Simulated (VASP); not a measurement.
Method: SCAN meta-GGA, VASP's PBE PAW potentials (set 64) (plane waves; VASP).

The input files of a VASP run:

KPOINTS:
```
kpoints
0
G
13 13 13
0 0 0
```

**POSCAR**
```
CoAl
2.8652840
  0.9999999653   0.0000000000   0.0000000000
  0.0000000000   0.9999999653   0.0000000000
  0.0000000000   0.0000000000   0.9999999653
Al Co
1 1
Cart
  0.4999999826   0.4999999826   0.4999999826
  0.0000000000   0.0000000000   0.0000000000
```

### INCAR
```
ISMEAR=1
EDIFF=1E-7   ! SCF stop (eV)
ISIF=2   ! forces and stress, cell fixed
ENCUT=520   ! plane-wave cut-off (eV)
SYSTEM=CoAl
LASPH=T   ! aspherical one-centre terms
SIGMA=0.1
METAGGA=SCAN
LWAVE=F
LMAXMIX=4
ALGO=Normal
LCHARG=F
LMIXTAU=T
LREAL=F
NELM=100
PREC=Accurate
```

POTCAR, in this order: Al Co (PBE.64 set). Program: vasp_std.

What VASP printed:

File OSZICAR:
```
       N       E                     dE             d eps       ncg     rms          rms(c)
DAV:   1     0.241965630307E+02    0.24197E+02   -0.56002E+03  1680   0.132E+03
DAV:   2    -0.279998971103E+02   -0.52196E+02   -0.49574E+02  1686   0.202E+02
DAV:   3    -0.293731356750E+02   -0.13732E+01   -0.13555E+01  1978   0.435E+01
DAV:   4    -0.293993106075E+02   -0.26175E-01   -0.26165E-01  2064   0.529E+00
DAV:   5    -0.294001390528E+02   -0.82845E-03   -0.82843E-03  1982   0.915E-01    0.140E+01
DAV:   6    -0.316641124778E+02   -0.22640E+01   -0.90802E+01  1864   0.153E+02    0.204E+01
DAV:   7    -0.263272494925E+02    0.53369E+01   -0.39297E+01  1866   0.899E+01    0.224E+00
DAV:   8    -0.262943572290E+02    0.32892E-01   -0.72186E-01  1748   0.976E+00    0.203E+00
DAV:   9    -0.263624718232E+02   -0.68115E-01   -0.65612E-01  1748   0.106E+01    0.543E-01
DAV:  10    -0.262717089289E+02    0.90763E-01   -0.35719E-01  1694   0.634E+00    0.354E-01
DAV:  11    -0.262683374316E+02    0.33715E-02   -0.24237E-02  1696   0.199E+00    0.218E-01
DAV:  12    -0.262681677205E+02    0.16971E-03   -0.84960E-03  1774   0.117E+00    0.967E-02
DAV:  13    -0.262678295605E+02    0.33816E-03   -0.52872E-03  1680   0.110E+00    0.384E-02
DAV:  14    -0.262675293130E+02    0.30025E-03   -0.20142E-03  1680   0.695E-01    0.130E-02
DAV:  15    -0.262674624844E+02    0.66829E-04   -0.26564E-04  1688   0.242E-01    0.101E-02
DAV:  16    -0.262674484592E+02    0.14025E-04   -0.28626E-05  1764   0.862E-02    0.478E-03
DAV:  17    -0.262674509514E+02   -0.24922E-05   -0.20306E-05  1700   0.706E-02    0.269E-03
DAV:  18    -0.262674477848E+02    0.31666E-05   -0.14347E-05  1680   0.605E-02    0.241E-03
DAV:  19    -0.262674473784E+02    0.40635E-06   -0.65549E-07  1770   0.132E-02    0.958E-04
DAV:  20    -0.262674471536E+02    0.22477E-06   -0.15941E-07  1684   0.652E-03    0.783E-04
DAV:  21    -0.262674473052E+02   -0.15158E-06   -0.10959E-07  1288   0.553E-03    0.541E-04
DAV:  22    -0.262674470109E+02    0.29433E-06   -0.84374E-08   976   0.519E-03    0.156E-04
DAV:  23    -0.262674471750E+02   -0.16410E-06   -0.97661E-09   852   0.173E-03    0.982E-05
DAV:  24    -0.262674470315E+02    0.14352E-06   -0.16847E-09   848   0.783E-04    0.436E-05
DAV:  25    -0.262674470395E+02   -0.80390E-08   -0.43912E-10   852   0.344E-04
   1 F= -.26267447E+02 E0= -.26267679E+02  d E =0.696462E-03
```

OUTCAR:
```
------------------------ aborting loop because EDIFF is reached ----------------------------------------
  FORCE on cell =-STRESS in cart. coord.  units (eV):
  Direction    XX          YY          ZZ          XY          YZ          ZX
  --------------------------------------------------------------------------------------
  Total       -1.5602030     -1.5602030     -1.5602030     -0.0000000     -0.0000000      0.0000000
  in kB     -106.2646224   -106.2646224   -106.2646224     -0.0000000     -0.0000000      0.0000000
  external PRESSURE =    -106.2646224 kB  Pullay stress =       0.0000000 kB
  volume of cell :       23.52
      direct lattice vectors                 reciprocal lattice vectors
     2.865283901  0.000000000  0.000000000     0.349005556  0.000000000  0.000000000
     0.000000000  2.865283901  0.000000000     0.000000000  0.349005556  0.000000000
     0.000000000  0.000000000  2.865283901     0.000000000  0.000000000  0.349005556
 POSITION                                       TOTAL-FORCE (eV/Angst)
 -----------------------------------------------------------------------------------
      1.43264      1.43264      1.43264         0.000000      0.000000      0.000000
      0.00000      0.00000      0.00000         0.000000      0.000000      0.000000
 -----------------------------------------------------------------------------------
    total drift:                               -0.000000      0.000000      0.000000
  FREE ENERGIE OF THE ION-ELECTRON SYSTEM (eV)
  ---------------------------------------------------
  free  energy   TOTEN  =       -26.2674470395 eV

  energy  without entropy=      -26.2681435014  energy(sigma->0) =      -26.26767919
```
(Selected blocks of OUTCAR.)

The compound is CoAl in the CsCl type structure. This cell is one point of a volume scan, at 1.06 of the reference volume. The run is not spin-polarised, so no magnetic state was tried.
